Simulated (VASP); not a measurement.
# Lattice of Nickel, functional by functional

How much does the relaxed cell of Nickel depend on the functional? The starting structure is a measured crystal structure from the Crystallography Open Database. The first relaxation on each setting starts from this cell expanded by 3 % in volume.

Method: Kohn-Sham DFT with plane waves and PAW; PBEsol, LDA, PBE, PBEsol + D3(BJ), r2SCAN, r2SCAN + rVV10, vdW-DF-cx and RPBE, in VASP 6.6.1.

### 1. The structure

The structure is cubic, space group Fm-3m (No. 225). Conventional cell: a = 3.524 Å, b = 3.524 Å, c = 3.524 Å, α = 90.00°, β = 90.00°, γ = 90.00°. Nearest to Ni lie 12 Ni at 2.49 Å.

Coordinates:

```xyz
1
Lattice="0.0000 1.7620 1.7620 1.7620 0.0000 1.7620 1.7620 1.7620 0.0000" Properties=species:S:1:pos:R:3 pbc="T T T"
Ni    0.0000    0.0000    0.0000
```

### 2. Relaxation with PBEsol

PBEsol restores the gradient expansion of exchange and is tuned for the cells of solids. This run starts from the cell of an earlier relaxation, which isn't shown; the restart sets up the plane waves anew.

INCAR

```
SYSTEM = Ni
PREC = Accurate
ENCUT = 450
EDIFF = 1E-06
NELM = 100
ISMEAR = 1
SIGMA = 0.15
LREAL = .FALSE.
ALGO = Normal
GGA = PS
NBANDS = 11
ISPIN = 2
MAGMOM = 1
LMAXMIX = 4
LORBIT = 11
LWAVE = .FALSE.
LCHARG = .FALSE.
KPAR = 4
IBRION = 2
NSW = 50
ISIF = 3
EDIFFG = -0.006
```

POSCAR

```
Ni
1.0
    0.0000000000      1.7316594277      1.7316594277
    1.7316594277      0.0000000000      1.7316594277
    1.7316594277      1.7316594277      0.0000000000
Ni
1
Direct
    0.0000000000      0.0000000000      0.0000000000
```

KPOINTS

```
Automatic mesh
0
Gamma
22 22 22
0 0 0
```

Potentials, in the order of the species: Ni (PBE family, release 64).

On the command line:

```
> mpirun -np 4 vasp_std
```

Log:

```text
[banner, memory and clock lines left out]
running    4 mpi-ranks, on    1 nodes
 distrk:  each k-point on    1 cores,    4 groups
 distr:  one band on    1 cores,    1 groups

 POSCAR found type information on POSCAR Ni
 POSCAR found :  1 types and       1 ions
|                                                                             |
|               ----> ADVICE to this user running VASP <----                  |
|                                                                             |
|     You enforced a specific xc type in the INCAR file but a different       |
|     [... a line on the potential file left out ...]
|     I HOPE YOU KNOW WHAT YOU ARE DOING!                                     |
|                                                                             |

 LDA part: xc-table for (Slater+PW92), standard interpolation
 POSCAR, INCAR and KPOINTS ok, starting setup
 FFT: planning ... GRIDC
 FFT: planning ... GRID_SOFT
 FFT: planning ... GRID
 WAVECAR not read
 entering main loop
       N       E                     dE             d eps       ncg     rms          rms(c)
DAV:   1     0.255473451050E+02    0.25547E+02   -0.42427E+03 15136   0.106E+03
DAV:   2    -0.651760948093E+01   -0.32065E+02   -0.30192E+02 14984   0.163E+02
DAV:   3    -0.733771461014E+01   -0.82011E+00   -0.81278E+00 16239   0.303E+01
DAV:   4    -0.734424201706E+01   -0.65274E-02   -0.65260E-02 16111   0.237E+00
DAV:   5    -0.734437456304E+01   -0.13255E-03   -0.13254E-03 16421   0.323E-01    0.111E+01
DAV:   6    -0.649059089140E+01    0.85378E+00   -0.16482E+01 17307   0.585E+01    0.591E+00
DAV:   7    -0.615547935194E+01    0.33511E+00   -0.26671E+00 17285   0.218E+01    0.201E+00
DAV:   8    -0.613743667799E+01    0.18043E-01   -0.21296E-02 20702   0.141E+00    0.990E-01
DAV:   9    -0.613432095535E+01    0.31157E-02   -0.21152E-03 21536   0.365E-01    0.283E-01
DAV:  10    -0.613365963419E+01    0.66132E-03   -0.42741E-04 21718   0.140E-01    0.523E-02
DAV:  11    -0.613360613867E+01    0.53496E-04   -0.59467E-05 18322   0.636E-02    0.309E-02
DAV:  12    -0.613360784044E+01   -0.17018E-05   -0.19529E-06 10279   0.118E-02    0.104E-02
DAV:  13    -0.613360792844E+01   -0.88009E-07   -0.35819E-07  7897   0.683E-03
   1 F= -.61336079E+01 E0= -.61336003E+01  d E =-.613361E+01  mag=     0.6379
 curvature:   0.00 expect dE= 0.000E+00 dE for cont linesearch  0.000E+00
 trial: gam= 0.00000 g(F)=  0.199E-62 g(S)=  0.672E-04 ort = 0.000E+00 (trialstep = 0.100E+01)
 search vector abs. value=  0.672E-04
 bond charge predicted
       N       E                     dE             d eps       ncg     rms          rms(c)
DAV:   1    -0.613531989290E+01   -0.17121E-02   -0.24622E-02 17168   0.237E+00    0.351E-01
DAV:   2    -0.613412584624E+01    0.11940E-02   -0.23266E-02 17591   0.203E+00    0.183E-01
DAV:   3    -0.613363013818E+01    0.49571E-03   -0.33656E-03 17246   0.811E-01    0.558E-02
DAV:   4    -0.613359705797E+01    0.33080E-04   -0.20820E-05 16372   0.347E-02    0.320E-02
DAV:   5    -0.613359120590E+01    0.58521E-05   -0.99749E-06 19011   0.206E-02    0.570E-03
DAV:   6    -0.613359119012E+01    0.15782E-07   -0.26819E-07  7732   0.391E-03
   2 F= -.61335912E+01 E0= -.61335791E+01  d E =0.167383E-04  mag=     0.6372
 trial-energy change:    0.000017  1 .order    0.000015   -0.000067    0.000097
 step:   0.4107(harm=  0.4107)  dis= 0.00000  next Energy=    -6.133622 (dE=-0.138E-04)
 bond charge predicted
       N       E                     dE             d eps       ncg     rms          rms(c)
DAV:   1    -0.613422336828E+01   -0.63216E-03   -0.85322E-03 17117   0.140E+00    0.207E-01
DAV:   2    -0.613380501174E+01    0.41836E-03   -0.81559E-03 17576   0.119E+00    0.108E-01
DAV:   3    -0.613363195928E+01    0.17305E-03   -0.11798E-03 17213   0.481E-01    0.332E-02
DAV:   4    -0.613362007533E+01    0.11884E-04   -0.75095E-06 16344   0.210E-02    0.190E-02
DAV:   5    -0.613361805037E+01    0.20250E-05   -0.33135E-06 11276   0.122E-02    0.342E-03
DAV:   6    -0.613361829085E+01   -0.24048E-06   -0.22401E-07  7441   0.425E-03
   3 F= -.61336183E+01 E0= -.61336093E+01  d E =-.103624E-04  mag=     0.6375
 curvature:  -0.21 expect dE=-0.978E-07 dE for cont linesearch -0.978E-07
 trial: gam= 0.00000 g(F)=  0.142E-62 g(S)=  0.476E-06 ort =-0.566E-05 (trialstep = 0.882E+00)
 search vector abs. value=  0.476E-06
 reached required accuracy - stopping structural energy minimisation
```

Run time: 13 s. Hardware: 4 MPI ranks of Intel Xeon 6975P-C (Granite Rapids), shared host; peak memory 0.61 GiB; 51 s of CPU time.

Lines that name or quote the potential files are left out of all logs, and their timing lines are given in words.

OUTCAR, selected parts (step 2):

```text
ion  position               nearest neighbor table
   1  0.000  0.000  0.000-

  LATTYP: Found a face centered cubic cell.
 ALAT       =     3.4633188554

 Subroutine GETGRP returns: Found 48 space group operations
 (whereof 48 operations were pure point group operations)

The static configuration has the point symmetry O_h .

 Found    328 irreducible k-points:

   k-points           NKPTS =    328   k-points in BZ     NKDIM =    328   number of bands    NBANDS=     11

   dimension x,y,z NGX =    18 NGY =   18 NGZ =   18
   dimension x,y,z NGXF=    36 NGYF=   36 NGZF=   36

   ENCUT  =  450.0 eV  33.07 Ry    5.75 a.u.   4.24  4.24  4.24*2*pi/ulx,y,z

   NELECT =      10.0000    total number of electrons

 k-points in reciprocal lattice and weights: Automatic mesh
   0.00000000  0.00000000  0.00000000       0.000
   0.04545455  0.00000000  0.00000000       0.001
   0.09090909  0.00000000  0.00000000       0.001
   0.13636364  0.00000000  0.00000000       0.001
   0.18181818  0.00000000  0.00000000       0.001
   0.22727273  0.00000000  0.00000000       0.001
   0.27272727  0.00000000  0.00000000       0.001
   0.31818182  0.00000000  0.00000000       0.001
   0.36363636  0.00000000  0.00000000       0.001
[...]
-0.27272727  0.45454545  0.22727273       0.002
  -0.27272727  0.50000000  0.22727273       0.001

 average (electrostatic) potential at core
       1 -81.2831

 E-fermi :   9.8856

 spin component 1
 k-point     1 :       0.0000    0.0000    0.0000
  band No.  band energies     occupation
    ...
      2       7.3220      1.00000
      3       7.3220      1.00000
      4       7.3220      1.00000
      5       8.5641      1.00000
      6       8.5641      1.00000
      7      33.9832      0.00000
      8      38.1970      0.00000
      9      38.1970      0.00000
     10      38.1970      0.00000
     11      41.2809      0.00000

 k-point     2 :       0.0455    0.0000    0.0000
  band No.  band energies     occupation
    ...
      2       7.2988      1.00000
      3       7.3416      1.00000
      4       7.3416      1.00000
      5       8.5553      1.00000
      6       8.5553      1.00000
      7      33.7694      0.00000
      8      36.9671      0.00000
      9      37.9977      0.00000
     10      37.9977      0.00000
     11      41.5719      0.00000

 k-point     3 :       0.0909    0.0000    0.0000
  band No.  band energies     occupation
    ...
      2       7.2341      1.00000
      3       7.3960      1.00000
      4       7.3960      1.00000
      5       8.5340      1.00000
      6       8.5340      1.00000
      7      32.7123      0.00000
      8      35.5841      0.00000
      9      37.5581      0.00000
     10      37.5581      0.00000
     11      42.2485      0.00000

 k-point     4 :       0.1364    0.0000    0.0000
  band No.  band energies     occupation
    ...
      2       7.1412      1.00000
      3       7.4696      1.00000
      4       7.4696      1.00000
      5       8.5148      1.00000
      6       8.5148      1.00000
      7      30.6496      0.00000
      8      35.0418      0.00000
      9      37.0726      0.00000
     10      37.0726      0.00000
     11      42.3447      0.00000

 k-point     5 :       0.1818    0.0000    0.0000
  band No.  band energies     occupation
    ...
      2       7.0429      1.00000
      3       7.5355      1.00000
      4       7.5355      1.00000
      5       8.5234      1.00000
      6       8.5234      1.00000
      7      28.2880      0.00000
      8      34.7170      0.00000
      9      36.6252      0.00000
     10      36.6252      0.00000
     11      42.3724      0.00000

 k-point     6 :       0.2273    0.0000    0.0000
  band No.  band energies     occupation
    ...
      2       6.9749      1.00000
      3       7.5639      1.00000
      4       7.5639      1.00000
      5       8.5863      1.00000
      6       8.5863      1.00000
      7      25.9181      0.00000
      8      34.3460      0.00000
      9      36.2431      0.00000
     10      36.2431      0.00000
     11      42.2452      0.00000

  Total        0.0018137      0.0018137      0.0018137     -0.0000000      0.0000000      0.0000000
  in kB        0.2801663      0.2801663      0.2801663     -0.0000000      0.0000000      0.0000000
  external PRESSURE =       0.2801663 kB  Pullay stress =       0.0000000 kB

  energy-cutoff  :      450.00
  volume of cell :       10.37
      direct lattice vectors                 reciprocal lattice vectors
     0.000000000  1.730919929  1.730919929    -0.288863737  0.288863737  0.288863737
     1.730919929 -0.000000000  1.730919929     0.288863737 -0.288863737  0.288863737
     1.730919929  1.730919929  0.000000000     0.288863737  0.288863737 -0.288863737

 POSITION                                       TOTAL-FORCE (eV/Angst)
 -----------------------------------------------------------------------------------
      0.00000      0.00000      0.00000         0.000000     -0.000000     -0.000000
 -----------------------------------------------------------------------------------
    total drift:                                0.000000     -0.000000     -0.000000

  FREE ENERGIE OF THE ION-ELECTRON SYSTEM (eV)
  ---------------------------------------------------
  free  energy   TOTEN  =        -6.1336182909 eV

  energy  without entropy=       -6.1335914149  energy(sigma->0) =       -6.13360933

 reached required accuracy - stopping structural energy minimisation

 total charge
# of ion       s       p       d       tot
------------------------------------------
    1        0.522   0.548   8.333   9.402

 magnetization (x)
# of ion       s       p       d       tot
------------------------------------------
    1       -0.006  -0.024   0.672   0.643

[... 6 further parts left out ...]
```

The cell holds one magnetic atom, so no antiferromagnetic order fits into it. The PAW data sets were made with PBE, which is usual practice but a small mismatch for other functionals. The run keeps the 48 symmetry operations of its start, so it cannot find a distortion of lower symmetry.

With PBEsol the relaxed cell holds 10.372 Å³ an atom, -5.20 % against the measured cell, with a = 3.462 Å.

### 3. Relaxation with LDA

LDA, the lowest rung, knows the local density alone. This run starts from the cell of an earlier relaxation, which isn't shown; the restart sets up the plane waves anew.

Edit INCAR of step 2 so:

```diff
@@ -9,3 +9,3 @@
 ALGO = Normal
-GGA = PS
+GGA = CA
 NBANDS = 11
```

POSCAR

```
Ni
1.0
    0.0000000000      1.7114099078      1.7114099078
    1.7114099078      0.0000000000      1.7114099078
    1.7114099078      1.7114099078      0.0000000000
Ni
1
Direct
    0.0000000000      0.0000000000      0.0000000000
```

KPOINTS is that of step 2.

PAW data sets: Ni (LDA family, release 64).

On the command line:

```
> mpirun -np 4 vasp_std
```

Log:

```text
[banner, memory and clock lines left out]
running    4 mpi-ranks, on    1 nodes
[...]
LDA part: xc-table for (Slater(with rela. corr.)+CA(PZ))
 , standard interpolation
 POSCAR, INCAR and KPOINTS ok, starting setup
[...]
entering main loop
       N       E                     dE             d eps       ncg     rms          rms(c)
DAV:   1     0.252605149903E+02    0.25261E+02   -0.42337E+03 15096   0.108E+03
DAV:   2    -0.686879025975E+01   -0.32129E+02   -0.30253E+02 15001   0.164E+02
DAV:   3    -0.768534270348E+01   -0.81655E+00   -0.81307E+00 16260   0.307E+01
DAV:   4    -0.769170804219E+01   -0.63653E-02   -0.63642E-02 16125   0.239E+00
[...]
DAV:  11    -0.657826774893E+01    0.39568E-04   -0.44495E-05 18550   0.693E-02    0.186E-02
DAV:  12    -0.657826519088E+01    0.25581E-05   -0.84115E-06 12685   0.218E-02    0.133E-02
DAV:  13    -0.657826565189E+01   -0.46101E-06   -0.42626E-07  9386   0.706E-03
   1 F= -.65782657E+01 E0= -.65778037E+01  d E =-.657827E+01  mag=     0.5725
[...]
DAV:   4    -0.657824428394E+01    0.34184E-04   -0.26335E-05 16599   0.394E-02    0.299E-02
DAV:   5    -0.657824062799E+01    0.36560E-05   -0.62784E-06 17626   0.168E-02    0.611E-03
DAV:   6    -0.657824088103E+01   -0.25304E-06   -0.24619E-07  7691   0.481E-03
   2 F= -.65782409E+01 E0= -.65777833E+01  d E =0.247709E-04  mag=     0.5705
 trial-energy change:    0.000025  1 .order    0.000019   -0.000063    0.000101
 step:   0.3362(harm=  0.3832)  dis= 0.00000  next Energy=    -6.578276 (dE=-0.103E-04)
[...]
N       E                     dE             d eps       ncg     rms          rms(c)
DAV:   1    -0.657897680876E+01   -0.73618E-03   -0.10048E-02 17141   0.155E+00    0.224E-01
DAV:   2    -0.657848250104E+01    0.49431E-03   -0.92461E-03 17633   0.130E+00    0.112E-01
DAV:   3    -0.657829004676E+01    0.19245E-03   -0.13137E-03 17312   0.520E-01    0.354E-02
DAV:   4    -0.657827469730E+01    0.15349E-04   -0.11923E-05 16600   0.265E-02    0.199E-02
DAV:   5    -0.657827317045E+01    0.15269E-05   -0.26988E-06 11995   0.112E-02    0.412E-03
DAV:   6    -0.657827328903E+01   -0.11858E-06   -0.18599E-07  7447   0.437E-03
   3 F= -.65782733E+01 E0= -.65778129E+01  d E =-.763713E-05  mag=     0.5717
[...]
reached required accuracy - stopping structural energy minimisation
```

It took 13 s on 4 MPI ranks; peak memory 0.57 GiB.

OUTCAR, selected parts (step 3):

```text
  Total       -0.0000896     -0.0000896     -0.0000896      0.0000000      0.0000000      0.0000000
  in kB       -0.0143284     -0.0143284     -0.0143284      0.0000000      0.0000000      0.0000000
  external PRESSURE =      -0.0143284 kB  Pullay stress =       0.0000000 kB

 POSITION                                       TOTAL-FORCE (eV/Angst)
 -----------------------------------------------------------------------------------
      0.00000      0.00000      0.00000         0.000000      0.000000     -0.000000
 -----------------------------------------------------------------------------------
    total drift:                               -0.000000     -0.000000     -0.000000

  FREE ENERGIE OF THE ION-ELECTRON SYSTEM (eV)
  ---------------------------------------------------
  free  energy   TOTEN  =        -6.5782732890 eV

  energy  without entropy=       -6.5768921318  energy(sigma->0) =       -6.57781290

 magnetization (x)
# of ion       s       p       d       tot
------------------------------------------
    1       -0.005  -0.019   0.596   0.572

[... 2 parts as in an earlier step ...]

[... 2 further parts left out ...]
[key lines of the parts left out:]
E-fermi :  10.2632
```

With LDA the relaxed cell holds 10.015 Å³ an atom, -8.46 % against the measured cell, with a = 3.422 Å. That is -3.44 % from PBEsol.

### 4. Relaxation with PBE

PBE, the usual starting point, adds the gradient of the density. This run starts from the cell of an earlier relaxation, which isn't shown; the restart sets up the plane waves anew.

Edit INCAR of step 3 so:

```diff
@@ -9,3 +9,3 @@
 ALGO = Normal
-GGA = CA
+GGA = PE
 NBANDS = 11
```

POSCAR

```
Ni
1.0
    0.0000000000      1.7587818482      1.7587818482
    1.7587818482      0.0000000000      1.7587818482
    1.7587818482      1.7587818482      0.0000000000
Ni
1
Direct
    0.0000000000      0.0000000000      0.0000000000
```

KPOINTS is that of step 3.

PAW data sets: Ni (PBE family, release 64).

On the command line:

```
> mpirun -np 4 vasp_std
```

Log:

```text
[banner, memory and clock lines left out]
running    4 mpi-ranks, on    1 nodes
[...]
LDA part: xc-table for (Slater+PW92), standard interpolation
 POSCAR, INCAR and KPOINTS ok, starting setup
[...]
entering main loop
       N       E                     dE             d eps       ncg     rms          rms(c)
DAV:   1     0.265334762792E+02    0.26533E+02   -0.42307E+03 15057   0.105E+03
DAV:   2    -0.567901445401E+01   -0.32212E+02   -0.30437E+02 14924   0.162E+02
DAV:   3    -0.648806407113E+01   -0.80905E+00   -0.80383E+00 16281   0.302E+01
DAV:   4    -0.649468033665E+01   -0.66163E-02   -0.66148E-02 16050   0.240E+00
[...]
DAV:  10    -0.546726810275E+01    0.54607E-03   -0.52183E-04 21139   0.170E-01    0.334E-02
DAV:  11    -0.546724946443E+01    0.18638E-04   -0.37183E-05 19086   0.439E-02    0.329E-02
DAV:  12    -0.546725018104E+01   -0.71661E-06   -0.12996E-06 10268   0.105E-02
   1 F= -.54672502E+01 E0= -.54672524E+01  d E =-.546725E+01  mag=     0.6433
[...]
DAV:   1    -0.546740994239E+01   -0.16048E-03   -0.23056E-03 17093   0.717E-01    0.108E-01
DAV:   2    -0.546730635669E+01    0.10359E-03   -0.23399E-03 17444   0.630E-01    0.609E-02
DAV:   3    -0.546725333166E+01    0.53025E-04   -0.36438E-04 17129   0.262E-01    0.169E-02
DAV:   4    -0.546725038439E+01    0.29473E-05   -0.18760E-06 14576   0.102E-02    0.969E-03
DAV:   5    -0.546724974803E+01    0.63636E-06   -0.99120E-07  7908   0.657E-03
   2 F= -.54672497E+01 E0= -.54672543E+01  d E =0.433010E-06  mag=     0.6433
 trial-energy change:    0.000000  1 .order   -0.000000   -0.000006    0.000006
 step:   0.5185(harm=  0.5185)  dis= 0.00000  next Energy=    -5.467252 (dE=-0.158E-05)
[...]
N       E                     dE             d eps       ncg     rms          rms(c)
DAV:   1    -0.546728992873E+01   -0.39544E-04   -0.53395E-04 16997   0.343E-01    0.521E-02
DAV:   2    -0.546726428494E+01    0.25644E-04   -0.54819E-04 17414   0.304E-01    0.296E-02
DAV:   3    -0.546725188600E+01    0.12399E-04   -0.86068E-05 17075   0.127E-01    0.845E-03
DAV:   4    -0.546725114796E+01    0.73804E-06   -0.43819E-07  8461   0.495E-03
   3 F= -.54672511E+01 E0= -.54672550E+01  d E =-.966926E-06  mag=     0.6434
[...]
reached required accuracy - stopping structural energy minimisation
```

Run time: 12 s. Hardware: 4 MPI ranks; peak memory 0.6 GiB.

From OUTCAR (step 4):

```text
  Total        0.0022489      0.0022489      0.0022489      0.0000000     -0.0000000      0.0000000
  in kB        0.3312990      0.3312990      0.3312990      0.0000000     -0.0000000      0.0000000
  external PRESSURE =       0.3312990 kB  Pullay stress =       0.0000000 kB

 POSITION                                       TOTAL-FORCE (eV/Angst)
 -----------------------------------------------------------------------------------
      0.00000      0.00000      0.00000         0.000000      0.000000     -0.000000
 -----------------------------------------------------------------------------------
    total drift:                                0.000000      0.000000      0.000000

  FREE ENERGIE OF THE ION-ELECTRON SYSTEM (eV)
  ---------------------------------------------------
  free  energy   TOTEN  =        -5.4672511480 eV

  energy  without entropy=       -5.4672626678  energy(sigma->0) =       -5.46725499

 magnetization (x)
# of ion       s       p       d       tot
------------------------------------------
    1       -0.006  -0.025   0.686   0.655

[... 2 parts as in an earlier step ...]

[... 2 further parts left out ...]
[key lines of the parts left out:]
E-fermi :   9.3872
```

With PBE the relaxed cell holds 10.876 Å³ an atom, -0.60 % against the measured cell, with a = 3.517 Å. That is +4.86 % from PBEsol.

[end of part 1 of 3]

[Lines on the potential files, build, host, timing and source positions are cut from VASP's logs without a mark.]

[Logs are printed without paths, hosts, clocks, repeated set-up lines and the standing remarks that a program may print on its own settings, such as how far it seeks lower states.]

[Hosts, paths, dates, database ids (printed as entryN), source tags and the programs' standing remarks are cut or masked in the printed files.]
